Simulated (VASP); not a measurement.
A cell of Ge (diamond) near equilibrium:

```
Ge
1.0
    0.00000     2.83195     2.83195
    2.83195     0.00000     2.83195
    2.83195     2.83195     0.00000
Ge
2
Direct
  0.00000   0.00000   0.00000
  0.25000   0.25000   0.25000
```

The numbers are results of PBEsol GGA, VASP's PBE PAW potentials (set 64) (plane waves; VASP), not measurements.

| run | ΔE (meV/atom) | σxx | σyy | σzz | largest shear component, with its sign (GPa) | largest force (eV/Å) |
|---|---|---|---|---|---|---|
| as it is | 0.0 | 0.18 | 0.18 | 0.18 | 0.00 | 0.000 |
| after one change | 60.0 | 0.46 | 1.27 | 1.27 | 4.71 | 1.594 |
Stress is in GPa, positive when the cell is compressed.

Question: Which change was made?
A. isotropic strain of +0.5 %
B. atom 1 (Ge) moved by 0.150 Å along x
C. uniaxial strain of -1.0 % along x
D. uniaxial strain of -3.0 % along y

Answer: B, atom 1 (Ge) moved by 0.150 Å along x

The compound is Ge in the diamond structure.
